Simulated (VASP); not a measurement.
These are vdW-DF-cx, VASP's PBE PAW potentials (set 64) (plane waves; VASP 6.6.1) values and carry that method's errors.

A VASP calculation is set up with these files.

**POSCAR**
```
HgTe
1
    0.0000000000     3.2726163244     3.2726163244
    3.2726163244     0.0000000000     3.2726163244
    3.2726163244     3.2726163244     0.0000000000
Hg Te
1 1
Direct
  0.0000000000   0.0000000000   0.0000000000
  0.2500000000   0.2500000000   0.2500000000
```

**KPOINTS**
```
Automatic mesh
0
Gamma
9 9 9
0 0 0
```

INCAR:
```
AGGAC  =  0.0
ALGO  =  Normal
EDIFF  =  1E-6
EDIFFG  =  -0.01
ENCUT  =  520
GGA  =  CX
IBRION  =  2
ISIF  =  3
ISMEAR  =  1
LASPH  =  .TRUE.
LCHARG  =  .FALSE.
LMAXMIX  =  6
LREAL  =  .FALSE.
LUSE_VDW  =  .TRUE.
LWAVE  =  .FALSE.
NELM  =  100
NSW  =  60
PREC  =  Accurate
SIGMA  =  0.1
SYSTEM  =  HgTe
```

POTCAR, in this order: Hg Te (PBE.64 set). Program: vasp_std.

The run wrote:

OUTCAR:
```
 ion  position               nearest neighbor table
   1  0.000  0.000  0.000-   2 2.83   2 2.83   2 2.83   2 2.83
   2  0.250  0.250  0.250-   1 2.83   1 2.83   1 2.83   1 2.83
  LATTYP: Found a face centered cubic cell.
 ALAT       =     6.5452326488
 Subroutine PRICEL returns:
 Original cell was already a primitive cell.
 Subroutine GETGRP returns: Found 24 space group operations
The static configuration has the point symmetry T_d .
The dynamic configuration has the point symmetry T_d .
 Subroutine INISYM returns: Found 24 space group operations
 Subroutine IBZKPT returns following result:
 Found     35 irreducible k-points:

 Following reciprocal coordinates:
            Coordinates               Weight
  0.000000  0.000000  0.000000      1.000000
  0.111111  0.000000  0.000000      8.000000
  0.222222  0.000000  0.000000      8.000000
  0.333333  0.000000  0.000000      8.000000
  0.444444  0.000000  0.000000      8.000000
  0.111111  0.111111  0.000000      6.000000
  0.222222  0.111111  0.000000     24.000000
  0.333333  0.111111  0.000000     24.000000
  0.444444  0.111111  0.000000     24.000000
 -0.444444  0.111111  0.000000     24.000000
 -0.333333  0.111111  0.000000     24.000000
 -0.222222  0.111111  0.000000     24.000000
 -0.111111  0.111111  0.000000     12.000000
  0.222222  0.222222  0.000000      6.000000
  0.333333  0.222222  0.000000     24.000000
  0.444444  0.222222  0.000000     24.000000
 -0.444444  0.222222  0.000000     24.000000
 -0.333333  0.222222  0.000000     24.000000
 -0.222222  0.222222  0.000000     12.000000
  0.333333  0.333333  0.000000      6.000000
  0.444444  0.333333  0.000000     24.000000
 -0.444444  0.333333  0.000000     24.000000
 -0.333333  0.333333  0.000000     12.000000
  0.444444  0.444444  0.000000      6.000000
 -0.444444  0.444444  0.000000     12.000000
  0.333333  0.222222  0.111111     24.000000
  0.444444  0.222222  0.111111     48.000000
 -0.444444  0.222222  0.111111     48.000000
  0.444444  0.333333  0.111111     24.000000
 -0.444444  0.333333  0.111111     48.000000
 -0.333333  0.333333  0.111111     48.000000
 -0.222222  0.333333  0.111111     24.000000
 -0.444444  0.444444  0.111111     24.000000
 -0.333333  0.444444  0.111111     24.000000
 -0.333333  0.444444  0.222222     24.000000
   k-points           NKPTS =     35   k-points in BZ     NKDIM =     35   number of bands    NBANDS=     13
   number of dos      NEDOS =    301   number of ions     NIONS =      2
   total plane-waves  NPLWV =  46656
   dimension x,y,z NGX =    36 NGY =   36 NGZ =   36
   dimension x,y,z NGXF=    72 NGYF=   72 NGZF=   72
   ions per type =               1   1
   PREC   = accura    normal or accurate (medium, high low for compatibility)
   ISTART =      0    job   : 0-new  1-cont  2-samecut
   ICHARG =      2    charge: 1-file 2-atom 10-const
   ISPIN  =      1    spin polarized calculation?
   LNONCOLLINEAR =      F non collinear calculations
   LSORBIT =      F    spin-orbit coupling
   INIWAV =      1    electr: 0-lowe 1-rand  2-diag
   ENCUT  =  520.0 eV  38.22 Ry    6.18 a.u.   8.61  8.61  8.61*2*pi/ulx,y,z
   NELM   =    100;   NELMIN=  2; NELMDL= -5     # of ELM steps
   EDIFF  = 0.1E-05   stopping-criterion for ELM
   LREAL  =      F    real-space projection
   NLSPLINE    = F    spline interpolate recip. space projectors
   LMAXMIX     =    6 max onsite mixed and CHGCAR
   VOSKOWN=      0    Vosko Wilk Nusair interpolation
   EDIFFG = -.1E-01   stopping-criterion for IOM
   NSW    =     60    number of steps for IOM
   NBLOCK =      1;   KBLOCK =     60    inner block; outer block
   IBRION =      2    ionic relax: 0-MD 1-quasi-New 2-CG
...
```

**OSZICAR**
```
       N       E                     dE             d eps       ncg     rms          rms(c)
DAV:   1     0.112699677126E+03    0.11270E+03   -0.82023E+03   910   0.120E+03
DAV:   2     0.516221695813E+01   -0.10754E+03   -0.10172E+03  1005   0.264E+02
DAV:   3     0.722967019501E+00   -0.44392E+01   -0.44071E+01  1080   0.561E+01
DAV:   4     0.679508845239E+00   -0.43458E-01   -0.43449E-01  1238   0.512E+00
DAV:   5     0.679303398058E+00   -0.20545E-03   -0.20545E-03  1110   0.303E-01    0.724E+00
DAV:   6     0.887556649361E+00    0.20825E+00   -0.52230E-01  1040   0.105E+01    0.584E+00
DAV:   7     0.894058478810E+00    0.65018E-02   -0.10589E-01  1000   0.255E+00    0.219E+00
DAV:   8     0.895091003917E+00    0.10325E-02   -0.10228E-02   935   0.137E+00    0.600E-01
DAV:   9     0.895139504935E+00    0.48501E-04   -0.85580E-04  1070   0.357E-01    0.116E-01
DAV:  10     0.895111807122E+00   -0.27698E-04   -0.96939E-05  1006   0.103E-01    0.520E-02
DAV:  11     0.895097644592E+00   -0.14163E-04   -0.32931E-05   950   0.495E-02    0.290E-02
DAV:  12     0.895098883757E+00    0.12392E-05   -0.43022E-06  1080   0.196E-02    0.142E-02
DAV:  13     0.895098835482E+00   -0.48275E-07   -0.33350E-07   560   0.461E-03
   1 F= 0.89509884E+00 E0= 0.89500216E+00  d E =0.895099E+00
```

File OUTCAR:
```
------------------------ aborting loop because EDIFF is reached ----------------------------------------
  FORCE on cell =-STRESS in cart. coord.  units (eV):
  Direction    XX          YY          ZZ          XY          YZ          ZX
  --------------------------------------------------------------------------------------
  Total       -0.0124792     -0.0124792     -0.0124792      0.0000000      0.0000000     -0.0000000
  in kB       -0.2852224     -0.2852224     -0.2852224      0.0000000      0.0000000     -0.0000000
  external PRESSURE =      -0.2852224 kB  Pullay stress =       0.0000000 kB
  volume of cell :       70.10
      direct lattice vectors                 reciprocal lattice vectors
     0.000000000  3.272616324  3.272616324    -0.152782957  0.152782957  0.152782957
     3.272616324  0.000000000  3.272616324     0.152782957 -0.152782957  0.152782957
     3.272616324  3.272616324  0.000000000     0.152782957  0.152782957 -0.152782957
 POSITION                                       TOTAL-FORCE (eV/Angst)
 -----------------------------------------------------------------------------------
      0.00000      0.00000      0.00000        -0.000000     -0.000000     -0.000000
      1.63631      1.63631      1.63631         0.000000      0.000000      0.000000
 -----------------------------------------------------------------------------------
    total drift:                               -0.000000     -0.000000     -0.000000
  FREE ENERGIE OF THE ION-ELECTRON SYSTEM (eV)
  ---------------------------------------------------
  free  energy   TOTEN  =         0.8950988355 eV

  energy  without entropy=        0.8948087994  energy(sigma->0) =        0.89500216

 reached required accuracy - stopping structural energy minimisation
```
(Selected blocks of OUTCAR.)

The compound is HgTe in the zinc blende structure. It was relaxed first. The start is the result of an earlier pass.
